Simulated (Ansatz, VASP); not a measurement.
# Cl (Cl/Ir(100)): VASP beside Ansatz, part 2 of 2

Aim: how closely do two programs agree when they are given the same cell, functional and k mesh? The cell is taken from a series of runs on this material, whose earlier steps may have relaxed, scaled, displaced or heated it; both programs get it as it stands.

VASP 6.6.1 and Ansatz 0.2.0.

So far: Set-up; Ansatz: single point, PBEsol; VASP: single point, PBEsol.

### Step 3. VASP: single point, PBEsol (continued)

Level of this step: PBEsol, spin-polarised from a ferromagnetic start; plane waves and PAW (Cl) (VASP).

Numbers of over 12 decimals in the logs are rounded to 6 here.

From OUTCAR (step 3):

```text
ion  position               nearest neighbor table
   1  0.250  0.250  0.643-

  LATTYP: Found a simple tetragonal cell.
 ALAT       =     5.4305800796
 C/A-ratio  =     4.6662866924

 Subroutine GETGRP returns: Found 16 space group operations
 (whereof  2 operations were pure point group operations)

The static configuration has the point symmetry C_1h.
 The point group associated with its full space group is D_4h.

 Found     10 irreducible k-points:

   k-points           NKPTS =     10   k-points in BZ     NKDIM =     10   number of bands    NBANDS=     11

   dimension x,y,z NGX =    36 NGY =   36 NGZ =  168
   dimension x,y,z NGXF=    72 NGYF=   72 NGZF=  336

   ENCUT  =  400.0 eV  29.40 Ry    5.42 a.u.   8.86  8.86 41.32*2*pi/ulx,y,z

   NELECT =       7.0000    total number of electrons

 k-points in reciprocal lattice and weights: Automatic mesh
   0.00000000  0.00000000  0.00000000       0.028
   0.16666667  0.00000000  0.00000000       0.111
   0.33333333  0.00000000  0.00000000       0.111
   0.50000000  0.00000000  0.00000000       0.056
   0.16666667  0.16666667  0.00000000       0.111
   0.33333333  0.16666667  0.00000000       0.222
   0.50000000  0.16666667  0.00000000       0.111
   0.33333333  0.33333333  0.00000000       0.111
   0.50000000  0.33333333  0.00000000       0.111
   0.50000000  0.50000000  0.00000000       0.028

 dipolmoment           0.000000      0.000000     -0.000000 electrons x Angstroem

 average (electrostatic) potential at core
       1-101.7059

 E-fermi :  -7.7750

 spin component 1
 k-point     1 :       0.0000    0.0000    0.0000
  band No.  band energies     occupation
      1     -20.8061      1.00000
      2      -8.7104      0.99991
      3      -8.6799      0.99988
      4      -8.6799      0.99988
      5      -0.8086      0.00000
      6       0.1553      0.00000
      7       0.3655      0.00000
      8       0.8913      0.00000
      9       0.8985      0.00000
    ...

 k-point     2 :       0.1667    0.0000    0.0000
  band No.  band energies     occupation
      1     -20.8056      1.00000
      2      -8.7085      0.99991
      3      -8.6969      0.99990
      4      -8.6785      0.99988
      5      -0.6406      0.00000
      6       0.2870      0.00000
      7       0.5088      0.00000
      8       1.0312      0.00000
      9       1.0376      0.00000
    ...

 k-point     3 :       0.3333    0.0000    0.0000
  band No.  band energies     occupation
      1     -20.8046      1.00000
      2      -8.7302      0.99993
      3      -8.7047      0.99991
      4      -8.6756      0.99988
      5      -0.1617      0.00000
      6       0.6795      0.00000
      7       0.9374      0.00000
      8       1.4264      0.00000
      9       1.4664      0.00000
    ...

 k-point     4 :       0.5000    0.0000    0.0000
  band No.  band energies     occupation
      1     -20.8041      1.00000
      2      -8.7467      0.99994
      3      -8.7027      0.99991
      4      -8.6741      0.99988
      5       0.4665      0.00000
      6       0.7199      0.00000
      7       1.2701      0.00000
      8       1.3828      0.00000
      9       1.6370      0.00000
    ...

 k-point     5 :       0.1667    0.1667    0.0000
  band No.  band energies     occupation
      1     -20.8051      1.00000
      2      -8.7066      0.99991
      3      -8.6959      0.99990
      4      -8.6945      0.99990
      5      -0.4748      0.00000
      6       0.4186      0.00000
      7       0.6520      0.00000
      8       1.1642      0.00000
      9       1.1833      0.00000
    ...

 k-point     6 :       0.3333    0.1667    0.0000
  band No.  band energies     occupation
      1     -20.8041      1.00000
      2      -8.7282      0.99993
      3      -8.7029      0.99991
      4      -8.6919      0.99990
      5      -0.0013      0.00000
      6       0.8106      0.00000
      7       1.0800      0.00000
      8       1.5604      0.00000
      9       1.5915      0.00000
    ...

  Total       -0.0360610     -0.0360610      0.0039218      0.0000000      0.0000000      0.0000000
  in kB       -0.0773104     -0.0773104      0.0084078      0.0000000      0.0000000      0.0000000
  external PRESSURE =      -0.0487377 kB  Pullay stress =       0.0000000 kB

  energy-cutoff  :      400.00
  volume of cell :      747.33
      direct lattice vectors                 reciprocal lattice vectors
     5.430580080  0.000000000  0.000000000     0.184142391  0.000000000  0.000000000
     0.000000000  5.430580080  0.000000000     0.000000000  0.184142391  0.000000000
     0.000000000  0.000000000 25.340643558     0.000000000  0.000000000  0.039462297

 POSITION                                       TOTAL-FORCE (eV/Angst)
 -----------------------------------------------------------------------------------
      1.35765      1.35765     16.28670         0.000000      0.000000      0.000000
 -----------------------------------------------------------------------------------
    total drift:                                0.000000      0.000000     -0.000011

  FREE ENERGIE OF THE ION-ELECTRON SYSTEM (eV)
  ---------------------------------------------------
  free  energy   TOTEN  =        -0.4331269621 eV

  energy  without entropy=       -0.2436679899  energy(sigma->0) =       -0.33839748

 vacuum level on the upper side and lower side of the slab         0.254         0.254

 total charge
# of ion       s       p       d       tot
------------------------------------------
    1        1.614   3.266   0.000   4.880

 magnetization (x)
# of ion       s       p       d       tot
------------------------------------------
    1        0.011   0.686   0.000   0.696

[... 6 further parts left out ...]
```

### Step 4. Differences

Known differences besides the potentials themselves: VASP starts from the moments at which Ansatz ended; the cutoff is 420 eV in Ansatz and 400 eV in VASP; Ansatz makes its cores anew for this functional, VASP keeps those of its PBE data sets; site moments are counted in spheres of each program's own size. Total energies have different zeros and are not compared.

Both answers:

| quantity | Ansatz | VASP | difference |
| --- | --- | --- | --- |
| total moment (μB) | 1.00 | 1.00 | 0.00 |
| moment on Cl1 (μB) | 1.00 | 0.70 | +0.30 |
| work function, lower of the two faces (eV) | 8.03 | 8.03 | 0.00 |
| work function, higher of the two faces (eV) | 8.03 | 8.03 | 0.00 |

With vacuum in the cell, a pressure given here is an average over mostly empty space and none of the material.

### Step 5. Summary of results

| Item | Value |
| --- | --- |
| difference in work function, higher of the two faces (single point, PBEsol) | 0.0024 eV |

The difference in work function, higher of the two faces is 0.0024 eV (single point, PBEsol). Such differences can come from data sets, numerical settings and the points named under the comparisons, not from the functional's error against experiment.

[Lines on the potential files, build, host, timing and source positions are cut from VASP's logs without a mark.]

[Logs are printed without paths, hosts, clocks, repeated set-up lines and the standing remarks that a program may print on its own settings, such as how far it seeks lower states.]

[Hosts, paths, dates, database ids (printed as entryN), source tags and the programs' standing remarks are cut or masked in the printed files.]
